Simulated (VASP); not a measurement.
Computed with PBEsol GGA, VASP's PBE PAW potentials (set 64) (plane waves; VASP).

The input files of a VASP run:

**KPOINTS**
```
Automatic mesh
0
Gamma
6 6 6
0.5 0.5 0.5
```

### INCAR
```
SYSTEM = Ca
EDIFF = 1E-6   ! SCF stop (eV)
LREAL = .FALSE.   ! projection in real space or not
LASPH = .TRUE.
GGA = PS
ENCUT = 240   ! plane-wave cut-off (eV)
ISIF = 2
PREC = Accurate
LWAVE = .FALSE.
NELM = 100
ALGO = Normal
LCHARG = .FALSE.
SIGMA = 0.136   ! width (eV)
ISMEAR = -1
```

**POSCAR**
```
Ca
1
    0.0000000000     2.8162940000     2.8162940000
    2.8162940000     0.0000000000     2.8162940000
    2.8162940000     2.8162940000     0.0000000000
Ca
1
Direct
  0.0000000000   0.0000000000   0.0000000000
```

POTCAR, in this order: Ca_sv (PBE.64 set). Program: vasp_std.

What will the output report for the number of irreducible k-points (NKPTS), largest plane-wave count, number of space-group operations, FFT grid (NGX, NGY, NGZ)?

```yaml
number of irreducible k-points (NKPTS): 28
largest_plane_wave_count: 383
number_of_space_group_operations: 48
FFT grid (NGX, NGY, NGZ): 20 × 20 × 20
```

The structure comes from a computed database's Ca entry; how it stands against other phases isn't given here. The cell was not relaxed at this level. The k-mesh is coarse (spacing up to 0.32 per Å, 2π included), so the numbers may not be converged in it. The run is one of a series of settings (ENCUT = 240, KPOINTS 6×6×6 Γ-centred mesh shifted by (0.5, 0.5, 0.5) against the base run), some of them coarse on purpose.
